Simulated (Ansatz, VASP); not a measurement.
# CsPbBr3 in two plane-wave programs

Aim: how closely do two programs agree when they are given the same cell, functional and k mesh? The cell is taken from a series of runs on this material, whose earlier steps may have relaxed, scaled, displaced or heated it; both programs get it as it stands.

Main program and level: Ansatz 0.2.0; plane waves, with VASP 6.6.1 beside it; G0W0 gap at LDA.

### 1. Set-up

The structure is cubic, space group Pm-3m (No. 221). The conventional cell has a = 5.949 Å, b = 5.949 Å, c = 5.949 Å, α = 90.00°, β = 90.00°, γ = 90.00°. Nearest to Cs lie 12 Br at 4.21 Å. Nearest to Pb lie 6 Br at 2.97 Å. Nearest to Br lie 2 Pb at 2.97 Å and 4 Cs at 4.21 Å. Farther neighbours and most contacts between anions are not listed.

### 2. Ansatz: G0W0 gap, LDA

Ansatz runs on its PAW soft_1 files.

Quasiparticle shifts depend on high empty states and on the cores, so they are the hardest test of two PAW sets.

File input.yaml:

```yaml
crystal:
  lattice:
    - [5.94863082, 0.0, 0.0]
    - [0.0, 5.94863082, 0.0]
    - [0.0, 0.0, 5.94863082]
  atoms:
    - { symbol: Cs, position: [0.0, 0.0, 0.0] }
    - { symbol: Pb, position: [0.5, 0.5, 0.5] }
    - { symbol: Br, position: [0.5, 0.5, 0.0] }
    - { symbol: Br, position: [0.5, 0.0, 0.5] }
    - { symbol: Br, position: [0.0, 0.5, 0.5] }
kpoints:
  mp_grid: { grid: [2, 2, 2] }
hamiltonian:
  xc: lda
  pseudopotentials: { kind: paw, azcp: { folder: soft_1 }, xc_functional: pbe }
scf:
  occupations: { method: fixed }
gw:
  n_empty_bands: 477
  ecut_chi: 100
  qp_bands: [v2, c2]
  qp_kpoints: band_edges
  screening: { model: contour_deformation }
```

On the command line:

```
$ ansatz run input.yaml --threads 2 --pin off --max-ram 92160MiB --backend cuda --events-out ev --progress --plain --runs-dir out --devices 1 --max-vram 13GiB
```

Numbers of over 12 decimals in the logs are rounded to 6 here.

What it wrote:

```text
GPUs: using 1 of 1 available (devices: 1).
Engine: ansatz 0.2.0, x86_64-unknown-linux-gnu
Pseudopotentials: kind: paw
Pseudopotential: Cs, paw, valence charge 9, recommended cutoff 420 eV (normal), soft_1/Cs.paw.azcp
Pseudopotential: Pb, paw, valence charge 14, recommended cutoff 420 eV (normal), soft_1/Pb.paw.azcp
Pseudopotential: Br, paw, valence charge 7, recommended cutoff 420 eV (normal), soft_1/Br.paw.azcp
Functional definition: SPW92
  exchange = slater_x
  correlation = pw_c
device memory: the entry about to start is reckoned to put 1.2 GiB on a device that reports 45.6 GiB free (of which the cap on the GPU budget leaves the run 13.0 GiB)
GPU FFT provider: cuFFT
GPU libraries: cuBLAS 13.8.2, cuFFT 12.4.0, cuSOLVER 12.3.4
Crystal: 5 atoms, lattice volume = 210.499 Å³
Basis set: ecut = 420 eV, 4067 PW (Γ)
Bands: 27, of which v1, the nominal top of the filled ones, is band 22 counted from 1 (21 counted from 0)
Symmetry: 48 space group operations
Space group: Pm-3m (ITA 221), of the structure as read, at distance tolerance 5.9e-5 Å
k-points: 4 of 8
Non-local potential: Cs, projectors of the file, l = 0: 3, l = 1: 2, l = 2: 2, l = 3: 2
Non-local potential: Pb, projectors of the file, l = 0: 2, l = 1: 2, l = 2: 2, l = 3: 1
Non-local potential: Br, projectors of the file, l = 0: 2, l = 1: 2, l = 2: 2
PAW form: soft (Blöchl's): semilocal exchange-correlation on the pseudo side does not see the compensation charge
PAW frozen core: Cs, regenerated for the run's functional, and the local potential with it (the file was generated under x = pbe(κ = 0.804, μ = 0.219515), c = pbe(β = 0.066725))
PAW frozen core: Pb, regenerated for the run's functional, and the local potential with it (the file was generated under x = pbe(κ = 0.804, μ = 0.219515), c = pbe(β = 0.066725))
PAW frozen core: Br, regenerated for the run's functional, and the local potential with it (the file was generated under x = pbe(κ = 0.804, μ = 0.219515), c = pbe(β = 0.066725))
PAW one-centre angular grid: Cs, 194 points (default); XC on 64 Gauss nodes
PAW one-centre angular grid: Pb, 590 points (default); XC on 64 Gauss nodes
PAW one-centre angular grid: Br, 110 points (default); XC on 64 Gauss nodes
Initial density: superposition of atomic densities (chi_scale 0.1, normalization cell, long waves kept (reshape's long-wave potential 0.01 eV rms))
Initial wavefunctions: pseudopotential atomic-orbital guess
GPU buffer pool allocated for 64000 grid points (all kernels)
GPU transforms: local potential and band sums: pruned to the plane-wave sphere, on 40×40×40
Functional: x = slater, c = lda
SCF iter   1: F=—  HF=-25197.265696 eV  |F-HF|=—  |Δ(HF+E_count)|=         —  Δρ=1.91e-2  dr2=2.13e0  ethr=3.10e-3  ⟨swp⟩=5.0  Hψ=444  notcnv=0  defer=7
preconditioner: auto → Resta (q_TF=auto, 2.102 Å⁻¹)  ε∞=2.9  [insulator: Δε(μ)=1.475 eV  Ē_g=11.900 eV  n_scr=26 (ndim 8)  ℏωp=16.6 eV  f_vac=0.013  ε∞_Penn≈2.9]
SCF iter   2: F=—  HF=-25196.509118 eV  |F-HF|=—  |Δ(HF+E_count)|=   7.57e-1  Δρ=9.80e-3  dr2=7.39e-1  ethr=3.10e-3  ⟨swp⟩=2.8  Hψ=183  notcnv=0  defer=8
SCF iter   3: F=—  HF=-25196.120069 eV  |F-HF|=—  |Δ(HF+E_count)|=   3.89e-1  Δρ=2.33e-3  dr2=1.93e-2  ethr=1.68e-3  ⟨swp⟩=3.5  Hψ=234  notcnv=0  defer=8
SCF iter   4: F=—  HF=-25196.113549 eV  |F-HF|=—  |Δ(HF+E_count)|=   6.52e-3  Δρ=7.83e-4  dr2=2.01e-3  ethr=4.38e-5  ⟨swp⟩=3.0  Hψ=215  notcnv=0  defer=10
SCF iter   5: F=—  HF=-25196.112963 eV  |F-HF|=—  |Δ(HF+E_count)|=   5.85e-4  Δρ=1.80e-4  dr2=8.72e-5  ethr=4.58e-6  ⟨swp⟩=3.0  Hψ=205  notcnv=0  defer=10
SCF iter   6: F=—  HF=-25196.112997 eV  |F-HF|=—  |Δ(HF+E_count)|=   3.35e-5  Δρ=3.55e-5  dr2=3.33e-6  ethr=1.98e-7  ⟨swp⟩=2.2  Hψ=164  notcnv=0  defer=10
SCF iter   7: F=-25196.112998 eV  HF=-25196.112998 eV  |F-HF|=1.15e-8  |Δ(HF+E_count)|=   1.03e-6  Δρ=4.90e-6  dr2=6.23e-8  ethr=2.27e-10  ⟨swp⟩=12.0  Hψ=594  notcnv=0
SCF 1 converged in 7 iterations: F = -25196.112998 eV  dr2 = 6.23e-8
  greatest PAW one-centre occupation: 0.983 electrons in one spin orbital (limit 2), on the Pb atom at site 1 (counted from 0), in its partial waves of l = 2
device memory: the entry about to start is reckoned to put 1.6 GiB on a device that reports 45.6 GiB free (of which the cap on the GPU budget leaves the run 13.0 GiB)
NSCF: frozen V_eff on 4 k-points
the band table was solved once the SCF had ended and its energy, with any forces and stress, was formed, with the checks that follow a solve (529 applications of the Hamiltonian). They found nothing against the state; the energy, forces and stress were not computed again (output.eigenvalues in the input reference)
device memory: the entry about to start is reckoned to put 3.5 GiB on a device that reports 45.6 GiB free (of which the cap on the GPU budget leaves the run 13.0 GiB)
NSCF: frozen V_eff on 4 k-points
G₀W₀ screening: q 1/4
[... further progress lines ...]
SCF converged after 7 iterations
Free energy (F): -25196.112998 eV
Harris-Foulkes:  -25196.112998 eV  (|F-HF|=1.15e-8)
Internal energy: -25196.112998 eV  (E = F + TS)
E sigma→0 (E₀):  -25196.112998 eV
Fermi energy:    2.973736 eV
--- Per-component energies (eV) ---
  E_band       = -265.453062
  E_kinetic    = 832.199812
  E_local      = -2610.021081  (includes V_loc(G=0)·N_el)
  E_nonlocal   = 493.858345
  E_hartree    = 959.051240
  E_xc         = -968.242654
  E_vxc        = -606.898302  (∫ρ·V_xc dr)
  E_paw        = -21661.067289  (= ΣΔE_a)
  E_vpaw       = -292.699422  (= ΣTr[D̂ρ^β])
  E_aug_tail   = -0.000015  (compensation charges beyond the density's cutoff)
  E_ewald      = -2242.703825
  E_core_change = 0.812469  (= ΣΔE_core)
  E_smearing   = -0.000000  (= −TS)
  E_closure    = 0.000000  (closes the sum)
  Σ components = -25196.112998   (vs F -25196.112998, Δ=0.00e0)
--- Band table (eV) ---
  k-point 0: bands = [... 18 lower, 1.1868, 1.2899, 1.2899, 1.2899, 5.8668, 7.1429, 7.1429, 7.9204, ... 1 higher]
  k-point 1: bands = [... 18 lower, 1.0567, 1.1913, 1.1913, 1.7321, 5.4201, 7.3477, 7.9287, 8.1393, ... 1 higher]
  k-point 2: bands = [... 18 lower, 0.9644, 1.0334, 1.6467, 2.3605, 4.9568, 4.9568, 7.7319, 8.1728, ... 1 higher]
  k-point 3: bands = [... 18 lower, 1.6585, 1.6585, 1.6585, 2.9737, 4.4204, 4.4204, 4.4204, 7.4016, ... 1 higher]
--- G₀W₀: contour deformation, 6 samples at zero and on the imaginary axis and 1 off it, 8 q-points, 477 empty bands' worth ---
  eigenvalues of the whole cell's RPA ε∞ on this k-mesh (on a slab, of 1 + 4πα/V) = 11.9728, 11.9728, 11.9728; static W/v taken at q = 0 is 0.083523
  bands read: the sum over 499 bands ends inside a degenerate multiplet in 3 slots, whose members it reads at an even weight; the widest, k=0: bands 498 to 500 (counted from 1) at 2/3 each
  gw.qp_kpoints: band_edges: 4 of 4 stored k-points solved, in 1 pass; an edge of the gap read off the rows below is read off those points alone
    ik  band        ε_KS         Σx   Σc(E_QP)       V_xc       Z   E_QP_lin       E_QP  E_QP is
     0    21      1.2899   -19.1879     2.8869   -15.5672  0.7154     0.5315     0.5561  root
     0    22      1.2899   -19.1879     2.8869   -15.5672  0.7154     0.5315     0.5561  root
     0    23      5.8668    -3.5741    -3.6245    -7.6735  0.7895     6.3493     6.3417  root
     0    24      7.1429    -3.1727    -3.6188    -7.2864  0.7878     7.6463     7.6378  root
     1    21      1.1913   -18.8991     2.9284   -15.2130  0.7138     0.4067     0.4337  root
     1    22      1.7321   -19.8927     2.2947   -17.0522  0.7270     1.1745     1.1862  root
     1    23      5.4201    -9.0391    -3.9312   -13.6694  0.7484     6.1396     6.1193  root
     1    24      7.3477    -4.5657    -3.7283    -8.8604  0.7797     7.9259     7.9140  root
     2    21      1.6467   -19.4963     2.8639   -15.8813  0.7185     0.8703     0.8956  root
     2    22      2.3605   -19.7789     1.9015   -17.4209  0.7362     1.8967     1.9041  root
     2    23      4.9568    -8.5332    -3.8176   -13.0142  0.7550     5.6373     5.6202  root
     2    24      4.9568    -8.5332    -3.8176   -13.0142  0.7550     5.6373     5.6202  root
     3    21      1.6585   -19.5421     2.8674   -15.9234  0.7185     0.8819     0.9071  root
     3    22      2.9737   -19.8160     1.5865   -17.8545  0.7431     2.5942     2.5988  root
     3    23      4.4204    -7.6610    -3.7630   -12.0638  0.7626     5.0753     5.0602  root
     3    24      4.4204    -7.6610    -3.7630   -12.0638  0.7626     5.0753     5.0602  root
```

(Part 1 of 2 ends here.)

[Lines on the potential files, build, host, timing and source positions are cut from VASP's logs without a mark.]

[Logs are printed without paths, hosts, clocks, repeated set-up lines and the standing remarks that a program may print on its own settings, such as how far it seeks lower states.]

[Hosts, paths, dates, database ids (printed as entryN), source tags and the programs' standing remarks are cut or masked in the printed files.]
